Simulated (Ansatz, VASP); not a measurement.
# Cross-check of As between VASP and Ansatz

One calculation is typed for both programs; each brings its own data sets. How far apart do they land? Of the first pair: The structure shown is the start of the Ansatz relaxation below; VASP solves that cell, so the two are compared at the walk's first step.

Program: Ansatz 0.2.0. Level of theory: plane waves, with VASP 6.6.1 beside it; single point at PBEsol. Results are calculated unless marked as measured.

### Step 1. The starting structure

The cell holds 2 atoms: 2 As. Cell: a = 3.448 Å, b = 3.448 Å, c = 29.800 Å, α = 90.0°, β = 90.0°, γ = 120.0°. Vacuum lies along c.

### Step 2. Ansatz: relaxation, PBEsol

Ansatz runs on its PAW soft_1 files.

The two programs are compared at the cell with which this relaxation starts, whose forces are those of its first step.

input.yaml

```yaml
crystal:
  lattice:
    - [3.4478941, 0.0, 0.0]
    - [-1.72394705, 2.9859638802, 0.0]
    - [0.0, 0.0, 29.8]
  atoms:
    - { symbol: As, position: [0.3333333333, 0.6666666667, 0.4780566795] }
    - { symbol: As, position: [0.6666666667, 0.3333333333, 0.5219433205] }
  periodic: [true, true, false]
kpoints:
  mp_grid: { grid: [9, 9, 1] }
hamiltonian:
  xc: pbesol
  pseudopotentials: { kind: paw, azcp: { folder: soft_1 }, xc_functional: pbe }
scf:
  occupations: { method: fermi_dirac, width: 0.02 }
relax:
  f_tol: 0.01
  max_steps: 100
  cell: {}
```

Started as:

```
> ansatz run input.yaml --threads 4 --pin off --max-ram 17510MiB --backend cpu --events-out ev --progress --plain --runs-dir out
```

Numbers of over 12 decimals in the logs are rounded to 6 here.

Output:

```text
Engine: ansatz 0.2.0, aarch64-unknown-linux-gnu
Pseudopotentials: kind: paw
Pseudopotential: As, paw, valence charge 15, recommended cutoff 420 eV (normal), soft_1/As.paw.azcp
Functional definition: PBEsol
  exchange = pbesol_x
  correlation = pbesol_c
Crystal: 2 atoms, lattice volume = 306.800 Å³
Basis set: ecut = 420 eV, 5943 PW (Γ), exchange–correlation on 48×48×400 points (8 copies of the dense FFT grid, shifted against one another)
Bands: 19, of which v1, the nominal top of the filled ones, is band 15 counted from 1 (14 counted from 0)
Symmetry: 12 space group operations
Space group: P-3m1 (ITA 164), of the structure as read, at distance tolerance 6.7e-5 Å
k-points: 12 of 81
Non-local potential: As, projectors of the file, l = 0: 2, l = 1: 2, l = 2: 3, l = 3: 1
PAW form: soft (Blöchl's): semilocal exchange-correlation on the pseudo side does not see the compensation charge
PAW frozen core: As, regenerated for the run's functional, and the local potential with it (the file was generated under x = pbe(κ = 0.804, μ = 0.219515), c = pbe(β = 0.066725))
PAW one-centre angular grid: As, 590 points (default); XC on 64 Gauss nodes
Initial density: superposition of atomic densities (neutral atoms: chi_scale 0, normalization atom)
Initial wavefunctions: pseudopotential atomic-orbital guess
Functional: x = pbesol(κ = 0.804, μ = 0.123457), c = pbesol(β = 0.046)
iter 1 solved again at ethr=1.11e-3 eV; its pass at ethr=3.10e-3 eV (dr2=3.33e-1 eV) is discarded
SCF iter   1: F=—  HF=-9625.809624 eV  |F-HF|=—  |Δ(HF+E_count)|=         —  Δρ=1.17e-2  dr2=3.33e-1  ethr=1.11e-3  ⟨swp⟩=2.0  Hψ=2014  notcnv=0
preconditioner: auto → none  [insulator: Δε(μ)=1.826 eV  Ē_g=10.283 eV  σ=0.020 eV  W_gap=1.00  n_scr=16 (ndim 8)  ℏωp=6.7 eV  f_vac=0.808  D(μ)=0.00/eV (n_scr^D=0)  ε∞_Penn≈1.4]
SCF iter   2: F=—  HF=-9625.741844 eV  |F-HF|=—  |Δ(HF+E_count)|=   6.78e-2  Δρ=5.26e-3  dr2=5.17e-2  ethr=1.11e-3  ⟨swp⟩=3.1  Hψ=365  notcnv=0
SCF iter   3: F=—  HF=-9625.735105 eV  |F-HF|=—  |Δ(HF+E_count)|=   6.74e-3  Δρ=9.72e-4  dr2=2.93e-3  ethr=1.72e-4  ⟨swp⟩=4.3  Hψ=538  notcnv=0
SCF iter   4: F=—  HF=-9625.734182 eV  |F-HF|=—  |Δ(HF+E_count)|=   9.23e-4  Δρ=3.17e-4  dr2=7.82e-5  ethr=9.77e-6  ⟨swp⟩=3.9  Hψ=555  notcnv=0
SCF iter   5: F=—  HF=-9625.734193 eV  |F-HF|=—  |Δ(HF+E_count)|=   1.02e-5  Δρ=4.11e-5  dr2=1.64e-6  ethr=2.61e-7  ⟨swp⟩=3.3  Hψ=371  notcnv=0
SCF iter   6: F=-9625.734193 eV  HF=-9625.734193 eV  |F-HF|=6.88e-9  |Δ(HF+E_count)|=   1.13e-7  Δρ=1.51e-6  dr2=4.93e-9  ethr=3.33e-10  ⟨swp⟩=7.7  Hψ=1132  notcnv=0
SCF 1 converged in 6 iterations: F = -9625.734193 eV  dr2 = 4.93e-9
  greatest PAW one-centre occupation: 0.999 electrons in one spin orbital (limit 2), on the As atom at site 1 (counted from 0), in its partial waves of l = 2
relax step   1: F+E_penalty+E_count = -9625.73419270 eV  Δ(F+E_penalty+E_count) = +0.000e0 eV  max|allowed force component| = 1.647e0 eV/Å  Δτ_max = 0.0000 Å  P = +3.539 N/m  Ω = 306.800 Å³  fix = [c, alpha, beta]  reactions: c +0.000 N/m  (6 SCF iters, dr2 threshold 1.00e-7 eV, accepted)
[...]
relax step   2: F+E_penalty+E_count = -9625.82989006 eV  Δ(F+E_penalty+E_count) = -9.570e-2 eV  max|allowed force component| = 4.774e-1 eV/Å  Δτ_max = 0.0683 Å  P = +1.151 N/m  Ω = 311.099 Å³  energy of the carried Pulay correction = -1.177e-4 eV  fix = [c, alpha, beta]  reactions: c +0.000 N/m  (6 SCF iters, dr2 threshold 2.00e-7 eV, accepted)
[...]
relax step   3: F+E_penalty+E_count = -9625.85623033 eV  Δ(F+E_penalty+E_count) = -2.634e-2 eV  max|allowed force component| = 2.861e-2 eV/Å  Δτ_max = 0.0236 Å  P = +0.393 N/m  Ω = 320.329 Å³  energy of the carried Pulay correction = -3.649e-4 eV  fix = [c, alpha, beta]  reactions: c +0.000 N/m  (5 SCF iters, dr2 threshold 2.00e-7 eV, accepted)
[...]
relax step   4: F+E_penalty+E_count = -9625.85780804 eV  Δ(F+E_penalty+E_count) = -1.578e-3 eV  max|allowed force component| = 1.458e-2 eV/Å  Δτ_max = 0.0042 Å  P = +0.064 N/m  Ω = 323.704 Å³  energy of the carried Pulay correction = -4.535e-4 eV  fix = [c, alpha, beta]  reactions: c +0.000 N/m  (5 SCF iters, dr2 threshold 2.00e-7 eV, accepted)
[...]
relax step   5: F+E_penalty+E_count = -9625.85783211 eV  Δ(F+E_penalty+E_count) = -2.408e-5 eV  max|allowed force component| = 1.366e-4 eV/Å  Δτ_max = 0.0002 Å  P = +0.002 N/m  Ω = 324.202 Å³  energy of the carried Pulay correction = -4.665e-4 eV  fix = [c, alpha, beta]  reactions: c +0.000 N/m  (4 SCF iters, dr2 threshold 1.33e-8 eV, accepted)
[...]
relax step   6: F+E_penalty+E_count = -9625.85838793 eV  Δ(F+E_penalty+E_count) = -5.558e-4 eV  max|allowed force component| = 2.319e-4 eV/Å  Δτ_max = 0.0000 Å  P = +0.009 N/m  Ω = 324.202 Å³  fix = [c, alpha, beta]  reactions: c +0.000 N/m  stress off target by 8.52e-3 N/m on what of the cell is left free  SCF on the basis re-selected at this cell (its energy is not comparable with the rows above)  (5 SCF iters)
basis re-selected at this cell: Δ(F+E_penalty+E_count) = -5.558e-4 eV, ΔP = +0.006 N/m vs the last step (what re-selecting the basis moved, of the pressure what is left beyond the Pulay correction that the steps carried, after the strain that the cell walked since its last selection, with what the two solves' SCF thresholds leave and, on support functions, any second-order correction that the steps lacked; it is no m [...]
SCF converged after 5 iterations
Free energy (F): -9625.858388 eV
Harris-Foulkes:  -9625.858388 eV  (|F-HF|=1.23e-8)
Internal energy: -9625.858388 eV  (E = F + TS)
E sigma→0 (E₀):  -9625.858388 eV
Fermi energy:    -4.570317 eV
--- Per-component energies (eV) ---
  E_band       = -916.904930
  E_kinetic    = 193.158048
  E_local      = -52533.882659  (includes V_loc(G=0)·N_el)
  E_nonlocal   = -783.329403
  E_hartree    = 26289.757877
  E_xc         = -138.824733
  E_vxc        = -145.805153  (∫ρ·V_xc dr)
  E_paw        = -3942.221849  (= ΣΔE_a)
  E_vpaw       = -226.561910  (= ΣTr[D̂ρ^β])
  E_aug_tail   = -0.000014  (compensation charges beyond the density's cutoff)
  E_ewald      = 21287.551483
  E_core_change = 1.932860  (= ΣΔE_core)
  E_smearing   = -0.000000  (= −TS)
  E_closure    = 0.000000  (closes the sum)
  Σ components = -9625.858388   (vs F -9625.858388, Δ=0.00e0)
--- Forces (eV/Å), atoms counted from 1 ---
  atom   1  As     0.00000000    -0.00000000     0.00023187
  atom   2  As     0.00000000     0.00000000    -0.00023187
  max |Σ_I F_I| component: 0.00e0 eV/Å
--- 2D stress c σ (N/m, compression-positive) ---
        0.008517       0.000000       0.000000
       -0.000000       0.008517      -0.000000
        0.000000      -0.000000       0.000000
  P = ½ c Tr σ = 0.0085 N/m
--- Relaxed structure (5 steps of the walk, 5 accepted, 1 SCFs on fresh bases) ---
  F+E_penalty+E_count = -9625.85838793 eV   max|allowed force component| = 2.319e-4 eV/Å   (the final SCF, on the basis selected at the relaxed cell)
  cell:  # Å, volume = 324.2022 Å³
    - [3.544333, 0, 0]
    - [-1.772166, 3.069482, 0]
    - [0, 0, 29.8]
  atoms:
    - { symbol: As, position: [0.333333, 0.666667, 0.476692] }
    - { symbol: As, position: [0.666667, 0.333333, 0.523308] }
```

The column dr2 measures how far the density is from self-consistency, as an energy; F and HF (Harris–Foulkes) agree once it is small.

### Step 3. VASP: single point, PBEsol, start cell, pair 1

The same cell, functional, mesh and smearing now go to VASP, with its own data sets.

Lines of VASP's logs that name or quote its potential files are left out, and so is its time.

INCAR

```
SYSTEM = As
PREC = Accurate
ENCUT = 400
EDIFF = 1E-06
NELM = 120
ISMEAR = -1
SIGMA = 0.02
LREAL = .FALSE.
ALGO = Normal
GGA = PS
NBANDS = 11
LORBIT = 11
LWAVE = .FALSE.
LCHARG = .FALSE.
ISIF = 2
LDIPOL = .TRUE.
IDIPOL = 3
DIPOL = 0.5 0.5 0.5
LVHAR = .TRUE.
LASPH = .TRUE.
GGA_COMPAT = .FALSE.
EFERMI = MIDGAP
NELMDL = -8
```

POSCAR

```
As
1.0
    3.4478940000      0.0000000000      0.0000000000
   -1.7239470000      2.9859640000      0.0000000000
    0.0000000000      0.0000000000     29.8000000000
As
2
Direct
    0.3333333892      0.6666667783      0.4780566779
    0.6666667225      0.3333334450      0.5219433221
```

KPOINTS

```
Automatic mesh
0
Gamma
9 9 1
0 0 0
```

The projector-augmented-wave data sets are As (PBE family, release 64).

Started as:

```
> mpirun -np 1 vasp_std
```

Output:

```text
[banner, memory and clock lines left out]
running    1 mpi-ranks, on    1 nodes
 distrk:  each k-point on    1 cores,    1 groups
 distr:  one band on    1 cores,    1 groups

 POSCAR found type information on POSCAR As
 POSCAR found :  1 types and       2 ions
|                                                                             |
|               ----> ADVICE to this user running VASP <----                  |
|                                                                             |
|     You enforced a specific xc type in the INCAR file but a different       |
|     [... a line on the potential file left out ...]
|     I HOPE YOU KNOW WHAT YOU ARE DOING!                                     |
|                                                                             |

 LDA part: xc-table for (Slater+PW92), standard interpolation
 POSCAR, INCAR and KPOINTS ok, starting setup
 FFT: planning ... GRIDC
 FFT: planning ... GRID_SOFT
 FFT: planning ... GRID
 WAVECAR not read
 entering main loop
       N       E                     dE             d eps       ncg     rms          rms(c)
DAV:   1     0.636476056357E+02    0.63648E+02   -0.23823E+03   264   0.458E+02
DAV:   2    -0.408100180208E+01   -0.67729E+02   -0.54219E+02   413   0.902E+01
DAV:   3    -0.988347627279E+01   -0.58025E+01   -0.57864E+01   388   0.381E+01
DAV:   4    -0.997250776731E+01   -0.89031E-01   -0.89000E-01   396   0.511E+00
DAV:   5    -0.997319789817E+01   -0.69013E-03   -0.69012E-03   360   0.383E-01
DAV:   6    -0.997320360811E+01   -0.57099E-05   -0.57099E-05   401   0.344E-02
DAV:   7    -0.997320362436E+01   -0.16251E-07   -0.16216E-07   376   0.166E-03
DAV:   8    -0.997320362483E+01   -0.46293E-09   -0.48664E-09   388   0.210E-04    0.406E+00
DAV:   9    -0.989948206763E+01    0.73722E-01   -0.36307E-02   314   0.909E-01    0.241E+00
DAV:  10    -0.986365331527E+01    0.35829E-01   -0.68652E-02   326   0.128E+00    0.130E-01
DAV:  11    -0.986366529703E+01   -0.11982E-04   -0.18217E-03   320   0.226E-01    0.340E-02
DAV:  12    -0.986359481311E+01    0.70484E-04   -0.90852E-05   423   0.554E-02    0.220E-02
DAV:  13    -0.986354347365E+01    0.51339E-04   -0.98280E-05   340   0.383E-02    0.111E-02
DAV:  14    -0.986354709539E+01   -0.36217E-05   -0.14651E-05   351   0.158E-02    0.664E-03
DAV:  15    -0.986369859770E+01   -0.15150E-03   -0.51726E-05   330   0.251E-02    0.366E-03
DAV:  16    -0.986372868270E+01   -0.30085E-04   -0.81291E-07   404   0.501E-03    0.236E-03
DAV:  17    -0.986378367072E+01   -0.54988E-04   -0.26744E-06   339   0.632E-03    0.894E-04
DAV:  18    -0.986378794113E+01   -0.42704E-05   -0.74312E-08   371   0.922E-04    0.695E-04
DAV:  19    -0.986379649144E+01   -0.85503E-05   -0.44316E-07   350   0.183E-03    0.402E-04
DAV:  20    -0.986379986108E+01   -0.33696E-05   -0.72914E-08   349   0.670E-04    0.293E-04
DAV:  21    -0.986380100177E+01   -0.11407E-05   -0.12973E-08   287   0.363E-04    0.140E-04
DAV:  22    -0.986380250872E+01   -0.15070E-05   -0.36559E-08   290   0.397E-04    0.743E-05
DAV:  23    -0.986380267378E+01   -0.16506E-06   -0.80139E-10   291   0.828E-05
   1 F= -.98638027E+01 E0= -.98638027E+01  d E =-.107882E-18
```

Parts of OUTCAR (step 3):

```text
ion  position               nearest neighbor table
   1  0.333  0.667  0.478-   2 2.38   2 2.38   2 2.38
   2  0.667  0.333  0.522-   1 2.38   1 2.38   1 2.38

  LATTYP: Found a hexagonal cell.
 ALAT       =     3.4478940000
 C/A-ratio  =     8.6429571211

 Subroutine GETGRP returns: Found 12 space group operations
 (whereof 12 operations were pure point group operations)

The static configuration has the point symmetry D_3d.

 Found     12 irreducible k-points:

   k-points           NKPTS =     12   k-points in BZ     NKDIM =     12   number of bands    NBANDS=     11

   dimension x,y,z NGX =    24 NGY =   24 NGZ =  196
   dimension x,y,z NGXF=    48 NGYF=   48 NGZF=  392

   ENCUT  =  400.0 eV  29.40 Ry    5.42 a.u.   5.62  5.62 48.60*2*pi/ulx,y,z

   NELECT =      10.0000    total number of electrons

 k-points in reciprocal lattice and weights: Automatic mesh
   0.00000000  0.00000000  0.00000000       0.012
   0.11111111  0.00000000  0.00000000       0.074
   0.22222222 -0.00000000  0.00000000       0.074
   0.33333333 -0.00000000  0.00000000       0.074
   0.44444444 -0.00000000  0.00000000       0.074
   0.11111111  0.11111111  0.00000000       0.074
   0.22222222  0.11111111  0.00000000       0.148
   0.33333333  0.11111111  0.00000000       0.148
   0.44444444  0.11111111  0.00000000       0.074
   0.22222222  0.22222222  0.00000000       0.074
   0.33333333  0.22222222  0.00000000       0.148
   0.33333333  0.33333333  0.00000000       0.025

 dipolmoment           0.000000      0.000000     -0.000000 electrons x Angstroem

 average (electrostatic) potential at core
       1 -58.1199       2 -58.1199

 E-fermi :  -3.3806

 k-point     1 :       0.0000    0.0000    0.0000
  band No.  band energies     occupation
      1     -18.7598      2.00000
      2     -11.3066      2.00000
      3      -4.7575      2.00000
      4      -4.2121      2.00000
      5      -4.2121      2.00000
      6      -1.6646      0.00000
      7      -0.3122      0.00000
      8      -0.3122      0.00000
      9       0.8196      0.00000
     10       1.1795      0.00000
    ...

 k-point     2 :       0.1111    0.0000    0.0000
  band No.  band energies     occupation
      1     -18.5718      2.00000
      2     -11.2389      2.00000
      3      -5.7644      2.00000
      4      -4.6504      2.00000
      5      -4.6330      2.00000
      6      -1.2069      0.00000
      7       0.0014      0.00000
      8       0.1587      0.00000
      9       1.0933      0.00000
     10       1.3817      0.00000
    ...

 k-point     3 :       0.2222   -0.0000    0.0000
  band No.  band energies     occupation
      1     -18.0159      2.00000
      2     -11.2522      2.00000
      3      -7.6904      2.00000
      4      -5.4044      2.00000
      5      -4.4643      2.00000
      6      -2.1584      0.00000
      7       0.7274      0.00000
      8       0.8438      0.00000
      9       1.5587      0.00000
     10       2.0590      0.00000
    ...

  Total        2.4686446      2.4686450      2.3773007      0.0000000     -0.0000000      0.0000000
  in kB       12.8918257     12.8918275     12.4148070      0.0000000     -0.0000000      0.0000000
  external PRESSURE =      12.7328200 kB  Pullay stress =       0.0000000 kB

  energy-cutoff  :      400.00
  volume of cell :      306.80
      direct lattice vectors                 reciprocal lattice vectors
     3.447894000  0.000000000  0.000000000     0.290032118  0.167450110  0.000000000
    -1.723947000  2.985964000  0.000000000     0.000000000  0.334900220  0.000000000
     0.000000000  0.000000000 29.800000000     0.000000000  0.000000000  0.033557047

 POSITION                                       TOTAL-FORCE (eV/Angst)
 -----------------------------------------------------------------------------------
      0.00000      1.99064     14.24609         0.000000     -0.000000     -1.824825
      1.72395      0.99532     15.55391        -0.000000      0.000000      1.824825
 -----------------------------------------------------------------------------------
    total drift:                               -0.000000     -0.000127     -0.000000

  FREE ENERGIE OF THE ION-ELECTRON SYSTEM (eV)
  ---------------------------------------------------
  free  energy   TOTEN  =        -9.8638026738 eV

  energy  without entropy=       -9.8638026738  energy(sigma->0) =       -9.86380267

 vacuum level on the upper side and lower side of the slab         1.386         1.386

 total charge
# of ion       s       p       d       tot
------------------------------------------
    1        1.289   1.460   0.060   2.809
    2        1.289   1.460   0.060   2.809
--------------------------------------------------
tot          2.579   2.920   0.119   5.618

[... 3 further parts left out ...]
```

### Step 4. Differences

Known differences besides the potentials themselves: Ansatz cuts the interaction across the vacuum, VASP repeats the sheet with a dipole correction; the data sets hold 30 valence electrons in Ansatz (on its PAW soft_1 files) and 10 in VASP; the cutoff is 420 eV in Ansatz and 400 eV in VASP; Ansatz makes its cores anew for this functional, VASP keeps those of its PBE data sets. Total energies have different zeros and are not compared.

Forces (eV/Å; atoms numbered as in POSCAR):

| atom | Ansatz x, y, z | VASP x, y, z |
| --- | --- | --- |
| As1 | 0.000, 0.000, -1.647 | 0.000, 0.000, -1.825 |
| As2 | 0.000, 0.000, 1.647 | 0.000, 0.000, 1.825 |

The forces differ by 103 meV/Å r.m.s., which is 9.7 % of the r.m.s. force of 1.054 eV/Å (both taken over all components). With vacuum in the cell, a pressure given here is an average over mostly empty space and none of the material.

### Step 5. Other set-ups

Further runs change the set-up of one program: Ansatz's method, potentials or start, or VASP's data sets, cutoff or form of LDA. The table gives that difference for each run.

| run | r.m.s. force difference (meV/Å) |
| --- | --- |
| as above | 103 |
| VASP with the data sets As_d and a cutoff of 520 eV | 13 |

[end of part 1 of 2]

[Lines on the potential files, build, host, timing and source positions are cut from VASP's logs without a mark.]

[Logs are printed without paths, hosts, clocks, repeated set-up lines and the standing remarks that a program may print on its own settings, such as how far it seeks lower states.]

[Hosts, paths, dates, database ids (printed as entryN), source tags and the programs' standing remarks are cut or masked in the printed files.]
